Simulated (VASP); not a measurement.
A run of VASP 6.6.1 is set up as follows.

The input INCAR:

```
ALGO = Normal
EDIFF = 1E-6
ENCUT = 520
GGA = PE
ISIF = 2
ISMEAR = 0
ISPIN = 2
LASPH = T
LCHARG = F
LDAU = T
LDAUJ = 0 0
LDAUL = 2 -1
LDAUPRINT = 1
LDAUTYPE = 2
LDAUU = 8 0
LMAXMIX = 4
LORBIT = 11
LREAL = F
LWAVE = F
MAGMOM = 0.5 0 0
NELM = 80
NUPDOWN = 4
PREC = Accurate
SIGMA = 0.05
```

The input KPOINTS:

```
k-points
0
Gamma
  5 5 5
```

The input POSCAR:

```
TcSe2
1.0
    0.0000000000      3.1457489900      3.1457489900
    3.1457489900      0.0000000000      3.1457489900
    3.1457489900      3.1457489900      0.0000000000
Tc Se
1 2
Direct
    0.0000000000      0.0000000000      0.0000000000
    0.2500000000      0.2500000000      0.2500000000
    0.7500000000      0.7500000000      0.7500000000
```

Potentials or basis: VASP PAW PBE potentials, release 64 (Tc_pv, Se).

The run is started by

```console
$ cat potpaw_PBE.64/Tc_pv/POTCAR potpaw_PBE.64/Se/POTCAR > POTCAR
$ mpirun -np 1 vasp_std > vasp.out
```

Question: Predict the pressure.

Answer: 18.3 GPa.

Eigenvalues of the final occupation matrices:
| site | spin | trace | eigenvalues |
| --- | --- | --- | --- |
| site 1 d | 1 | 4.63 | 0.92 0.92 0.92 0.93 0.93 |
| site 1 d | 2 | 0.44 | 0.02 0.02 0.13 0.13 0.13 |

Caveat: the moment is held away from its start; the total moment is fixed, so each spin has its own Fermi level. The state reached can hang on the start; a lower one may exist.
